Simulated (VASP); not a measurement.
Data:

```yaml
crystal:
  lattice:
    - [0.00000, 2.49967, 2.49967]
    - [2.49967, 0.00000, 2.49967]
    - [2.49967, 2.49967, 0.00000]
  atoms:
    - { symbol: Si, position: [0.00000, 0.00000, 0.00000] }
    - { symbol: W, position: [0.50000, 0.50000, 0.50000] }
```

These are r2SCAN meta-GGA, VASP's PBE PAW potentials (set 64) (plane waves; VASP) values and carry that method's errors. Numerical set-up: 400 eV cut-off, 14×14×14 Γ-centred mesh, tetrahedra with Blöchl corrections, potentials Si W_sv.

Task: Give the energies of bands 6 to 12 at the high-symmetry points, in eV from the Fermi level.

Result: 
```json
[
 {"band": "6", "Γ": "-2.19", "X": "-4.66", "U": "-5.36", "L": "-7.78", "W": "-4.68"},
 {"band": "7", "Γ": "-2.19", "X": "-4.27", "U": "-4.70", "L": "-4.30", "W": "-4.68"},
 {"band": "8", "Γ": "-2.19", "X": "-0.51", "U": "-3.05", "L": "-4.30", "W": "-4.48"},
 {"band": "9", "Γ": "-1.71", "X": "-0.51", "U": "-1.10", "L": "0.79", "W": "0.55"},
 {"band": "10", "Γ": "-1.71", "X": "-0.46", "U": "1.03", "L": "0.79", "W": "1.19"},
 {"band": "11", "Γ": "2.58", "X": "1.32", "U": "2.30", "L": "1.81", "W": "1.19"},
 {"band": "12", "Γ": "2.58", "X": "1.60", "U": "2.41", "L": "4.80", "W": "1.61"}
]
```

It has no gap at this level: it comes out as a metal or semimetal.

The structure was generated: SiW was put into the rocksalt type (Fm-3m), which need not be its known phase. It was relaxed first, which changed the volume by -23 %.
